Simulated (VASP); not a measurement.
# AlSiB (P4/mmm) in VASP: notebook

The runs below take AlSiB through single point, relaxation of cell and atoms, with PBE.

All numbers are computed with VASP 6.6.1; they aren't measurements. Logs are shortened: lines on timing, memory, paths and dates and some standing lists are left out, and cuts for length are marked.

## 1. The cell of the first run

Symmetry: P4/mmm, No. 123, tetragonal system. The conventional cell has a = 2.983 Å, b = 2.983 Å, c = 5.143 Å, α = 90.00°, β = 90.00°, γ = 90.00°. Al (site symmetry 4/mmm) is surrounded by 2 Si at 2.57 Å. Si (site symmetry 4/mmm) is surrounded by 4 B at 2.11 Å. B (site symmetry 4/mmm) has 4 Si at 2.11 Å as nearest neighbours.

The cell was built by a generator and needn't be a form met in nature.

## 2. Single point, PBE (random cell by space group and Wyckoff sites (P4/mmm, No. 123))

File INCAR:

```
SYSTEM = AlSiB
  PREC = Accurate
  ENCUT = 520
  EDIFF = 1E-6
  ISMEAR = 0
  SIGMA = 0.1
  LREAL = .False.
  LASPH = .True.
  NELM = 80
  ALGO = Fast
  ISIF = 2
  LWAVE = .False.
  LCHARG = .False.
  GGA = PE
  NBANDS = 12
```

File KPOINTS:

```
regular mesh
0
Gamma
  16 16 10
  0 0 0
```

File POSCAR:

```
AlSiB
1.0
    2.9832602417      0.0000000000      0.0000000000
    0.0000000000      2.9832602417      0.0000000000
    0.0000000000      0.0000000000      5.1434143828
Al Si B
1 1 1
Direct
    0.0000000000      0.0000000000      0.0000000000
    0.0000000000      0.0000000000      0.5000000000
    0.5000000000      0.5000000000      0.5000000000
```

Potentials or basis: VASP PAW PBE potentials, release 64 (Al, Si, B).

Launch:

```
> cat potpaw_PBE.64/Al/POTCAR potpaw_PBE.64/Si/POTCAR potpaw_PBE.64/B/POTCAR > POTCAR
> mpirun -np 1 vasp_std > vasp.out
```

OUTCAR:

```text
SYSTEM = AlSiB
   PREC = Accurate
   ENCUT = 520
   EDIFF = 1E-6
   ISMEAR = 0
   LREAL = .False.
   LASPH = .True.
   NELM = 80
   ISIF = 2
   GGA = PE

 ion  position               nearest neighbor table
   1  0.000  0.000  0.000-   2 2.57   2 2.57
   2  0.000  0.000  0.500-   3 2.11   3 2.11   3 2.11   3 2.11   1 2.57   1 2.57
   3  0.500  0.500  0.500-   2 2.11   2 2.11   2 2.11   2 2.11

  LATTYP: Found a simple tetragonal cell.
 ALAT       =     2.9832602417
 C/A-ratio  =     1.7240917540

  Lattice vectors:

 A1 = (   2.9832602417,   0.0000000000,   0.0000000000)
 A2 = (   0.0000000000,   2.9832602417,   0.0000000000)
 A3 = (   0.0000000000,   0.0000000000,   5.1434143828)

Analysis of symmetry for initial positions (statically):
=====================================================================
 Subroutine PRICEL returns:
 Original cell was already a primitive cell.

 Routine SETGRP: Setting up the symmetry group for a
 simple tetragonal supercell.

 Subroutine GETGRP returns: Found 16 space group operations
 (whereof 16 operations were pure point group operations)
 out of a pool of 16 trial point group operations.

The static configuration has the point symmetry D_4h.

Analysis of symmetry for dynamics (positions and initial velocities):
=====================================================================
 Subroutine PRICEL returns:
 Original cell was already a primitive cell.

 Routine SETGRP: Setting up the symmetry group for a
 simple tetragonal supercell.

 Subroutine GETGRP returns: Found 16 space group operations
 (whereof 16 operations were pure point group operations)
 out of a pool of 16 trial point group operations.

The dynamic configuration has the point symmetry D_4h.

 Subroutine INISYM returns: Found 16 space group operations
 (whereof 16 operations are pure point group operations),
 and found     1 'primitive' translations

----------------------------------------------------------------------------------------

                                     Primitive cell

  volume of cell :      45.7756

  direct lattice vectors                    reciprocal lattice vectors
     2.983260242  0.000000000  0.000000000     0.335203743  0.000000000  0.000000000
     0.000000000  2.983260242  0.000000000     0.000000000  0.335203743  0.000000000
     0.000000000  0.000000000  5.143414383     0.000000000  0.000000000  0.194423378

  length of vectors
     2.983260242  2.983260242  5.143414383     0.335203743  0.335203743  0.194423378

  position of ions in fractional coordinates (direct lattice)
     0.000000000  0.000000000  0.000000000
     0.000000000  0.000000000  0.500000000
     0.500000000  0.500000000  0.500000000

  ion indices of the primitive-cell ions
   primitive index   ion index
                 1           1
                 2           2
                 3           3

----------------------------------------------------------------------------------------

 KPOINTS: regular mesh

Automatic generation of k-mesh.
 Grid dimensions read from file:
 generate k-points for:   16   16   10

 Generating k-lattice:

  Cartesian coordinates                     Fractional coordinates (reciprocal lattice)
     0.020950234  0.000000000  0.000000000     0.062500000  0.000000000  0.000000000
     0.000000000  0.020950234  0.000000000     0.000000000  0.062500000  0.000000000
     0.000000000  0.000000000  0.019442338     0.000000000  0.000000000  0.100000000

  Length of vectors
     0.020950234  0.020950234  0.019442338

  Shift w.r.t. Gamma in fractional coordinates (k-lattice)
     0.000000000  0.000000000  0.000000000

 Subroutine IBZKPT returns following result:
 ===========================================

 Found    270 irreducible k-points:

 Following reciprocal coordinates:
            Coordinates               Weight
  0.000000  0.000000  0.000000      1.000000
  0.062500  0.000000  0.000000      4.000000
  0.125000  0.000000  0.000000      4.000000
  0.187500  0.000000  0.000000      4.000000
  0.250000  0.000000  0.000000      4.000000
  0.312500  0.000000  0.000000      4.000000
[... 16 lines left out ...]
  0.437500  0.125000  0.000000      8.000000
  0.500000  0.125000  0.000000      4.000000
 [... further k-points ...]
   k-points           NKPTS =    270   k-points in BZ     NKDIM =    270   number of bands    NBANDS=     12
   number of dos      NEDOS =    301   number of ions     NIONS =      3
   total plane-waves  NPLWV =  23040
   dimension x,y,z NGX =    24 NGY =   24 NGZ =   40
   dimension x,y,z NGXF=    48 NGYF=   48 NGZF=   80
   ions per type =               1   1   1
   NGX,Y,Z   is equivalent  to a cutoff of  13.37, 13.37, 12.93 a.u.
   NGXF,Y,Z  is equivalent  to a cutoff of  26.75, 26.75, 25.86 a.u.
 SYSTEM =  AlSiB
   PREC   = accura    normal or accurate (medium, high low for compatibility)
   ISTART =      0    job   : 0-new  1-cont  2-samecut
   ICHARG =      2    charge: 1-file 2-atom 10-const
   ISPIN  =      1    spin polarized calculation?
   LNONCOLLINEAR =      F non collinear calculations
   LSORBIT =      F    spin-orbit coupling
   LASPH  =      T    aspherical Exc in radial PAW
   ENCUT  =  520.0 eV  38.22 Ry    6.18 a.u.   5.55  5.55  9.56*2*pi/ulx,y,z
   NELM   =     80;   NELMIN=  2; NELMDL= -5     # of ELM steps
   EDIFF  = 0.1E-05   stopping-criterion for ELM
   LREAL  =      F    real-space projection
[... 7 lines left out ...]
   TEBEG  =    0.0;   TEEND  =   0.0 temperature during run
   PSTRESS=    0.0 pullay stress
   NELECT =      10.0000    total number of electrons
   NUPDOWN=      -1.0000    fix difference up-down
   EMIN   =  10.00;   EMAX   =-10.00  energy-range for DOS
   EFERMI =   0.00;   METHOD = LEGACY
   ISMEAR =     0;   SIGMA  =   0.10  broadening in eV -4-tet -1-fermi 0-gaus
   EFERMI_NEDOS =   21; number of points for ismear=-14 and -15
   IALGO  =     68    algorithm
   IMIX   =      4    mixing-type and parameters
     AMIX     =   0.40;   BMIX     =  1.00
     AMIX_MAG =   1.60;   BMIX_MAG =  1.00
  volume/ion in A,a.u.               =      15.26       102.97
  Fermi-wavevector in a.u.,A,eV,Ry     =   0.985970  1.863213 13.226716  0.972136
  Thomas-Fermi vector in A             =   2.117316
   LORBIT       =      0    0 simple, 1 ext, 2 COOP (PROOUT), +10 PAW based schemes
   GGA     = PE    functional components
   LHFCALC =     F    Hartree Fock is set to
   AEXX    =    0.0000 exact exchange contribution
   IVDW    =     0    specifies the selected vdW correction
   LEPSILON=     F    determine dielectric tensor
   LRPA    =     F    only Hartree local field effects (RPA)
 non-spin polarized calculation
 RMM-DIIS sequential band-by-band and
 Gauss-broadening in eV      SIGMA  =   0.10
  energy-cutoff  :      520.00
  volume of cell :       45.78
 maximum number of plane-waves:      1251
 NGX is ok and might be reduce to    24
   NGX = 11   NGY = 11   NGZ = 19

 number of electron      10.0000000 magnetization

 Free energy of the ion-electron system (eV)
  ---------------------------------------------------
  ext. energy  EPLUGINS =         0.00000000
  ---------------------------------------------------
  free energy    TOTEN  =       -13.43563497 eV

  energy without entropy =      -13.42834578  energy(sigma->0) =      -13.43199038

 E-fermi :   6.1804     XC(G=0): -10.0667

 val. band max:        6.1615658592   @ k =   0.5000   0.1250   0.1000
 cond. band min:       6.1842181023   @ k =   0.1250   0.0000   0.5000
 fundamental gap:      0.0226522430
 Fermi energy:         6.1803870167

 k-point     1 :       0.0000    0.0000    0.0000
  band No.  band energies     occupation
      1      -6.4759      2.00000
      2       0.4594      2.00000
      3       0.6566      2.00000
      4       5.8569      2.00000
      5       5.8569      2.00000
      6      10.0441      0.00000
      7      11.2721      0.00000
      8      11.7856      0.00000
      9      14.6734      0.00000
     10      14.6734      0.00000
     11      15.3956      0.00000
     12      16.2612      0.00000

 k-point     2 :       0.0625    0.0000    0.0000
  band No.  band energies     occupation
      1      -6.4173      2.00000
      2       0.5197      2.00000
      3       0.7162      2.00000
      4       5.3668      2.00000
      5       5.9082      1.99988
      6      10.2015      0.00000
      7      11.5635      0.00000
      8      11.6040      0.00000
      9      13.7962      0.00000
     10      14.7046      0.00000
     11      15.7500      0.00000
     12      16.7913      0.00000

 k-point     3 :       0.1250    0.0000    0.0000
  band No.  band energies     occupation
      1      -6.2417      2.00000
      2       0.6989      2.00000
      3       0.8947      2.00000
      4       4.2793      2.00000
      5       6.0610      1.90869
      6      10.3709      0.00000
      7      11.0282      0.00000
      8      11.5995      0.00000
      9      13.6066      0.00000
     10      14.7752      0.00000
     11      15.2053      0.00000
     12      16.9883      0.00000
[... 286 lines left out ...]
 k-point    23 :       0.4375    0.1250    0.0000
  band No.  band energies     occupation
      1      -3.4565      2.00000
      2      -1.4747      2.00000
      3       3.5770      2.00000
      4       3.6488      2.00000
      5       5.7175      2.00000
      6       5.9282      1.99964
      7       6.7080      0.00000
      8       9.0664      0.00000
      9      14.4878      0.00000
     10      15.2564      0.00000
     11      15.6592      0.00000
     12      16.2284      0.00000

 k-point    24 :       0.5000    0.1250    0.0000
  band No.  band energies     occupation
      1      -2.9129      2.00000
      2      -2.1212      2.00000
      3       4.0611      2.00000
      4       4.0743      2.00000
      5       5.1415      2.00000
      6       5.4037      2.00000
      7       6.9865      0.00000
      8       8.7039      0.00000
      9      14.7827      0.00000
     10      15.5274      0.00000
     11      15.8307      0.00000
     12      15.9259      0.00000

 [... further k-points ...]

------------------------ aborting loop because EDIFF is reached ----------------------------------------

  FORCE on cell =-STRESS in cart. coord.  units (eV):
  Direction    XX          YY          ZZ          XY          YZ          ZX
  --------------------------------------------------------------------------------------
  -------------------------------------------------------------------------------------
  Total       -0.0060826     -0.0060826     -0.0100108      0.0000000      0.0000000      0.0000000
  in kB       -0.2128961     -0.2128961     -0.3503840      0.0000000      0.0000000      0.0000000
  external PRESSURE =      -0.2587254 kB  Pullay stress =       0.0000000 kB

 VOLUME and BASIS-vectors are now :
 -----------------------------------------------------------------------------
  energy-cutoff  :      520.00
  volume of cell :       45.78
      direct lattice vectors                 reciprocal lattice vectors
     2.983260242  0.000000000  0.000000000     0.335203743  0.000000000  0.000000000
     0.000000000  2.983260242  0.000000000     0.000000000  0.335203743  0.000000000
     0.000000000  0.000000000  5.143414383     0.000000000  0.000000000  0.194423378

 POSITION                                       TOTAL-FORCE (eV/Angst)
 -----------------------------------------------------------------------------------
      0.00000      0.00000      0.00000         0.000000      0.000000      0.000000
      0.00000      0.00000      2.57171         0.000000      0.000000      0.000000
      1.49163      1.49163      2.57171         0.000000      0.000000      0.000000
 -----------------------------------------------------------------------------------
    total drift:                                0.000000      0.000000     -0.000000

  FREE ENERGIE OF THE ION-ELECTRON SYSTEM (eV)
  ---------------------------------------------------
  free  energy   TOTEN  =       -13.4356349719 eV

  energy  without entropy=      -13.4283457820  energy(sigma->0) =      -13.43199038
```

Wall time 68 s (1 thread of Intel Xeon Platinum 8488C (Sapphire Rapids), shared host); peak memory 0.27 GiB.

Results:

```
Free energy            : -13.4356 eV
Pressure               : 0.0 GPa
Band gap on the k mesh : none (metal or under the smearing width)
```

(Continued in part 2 of 2.)
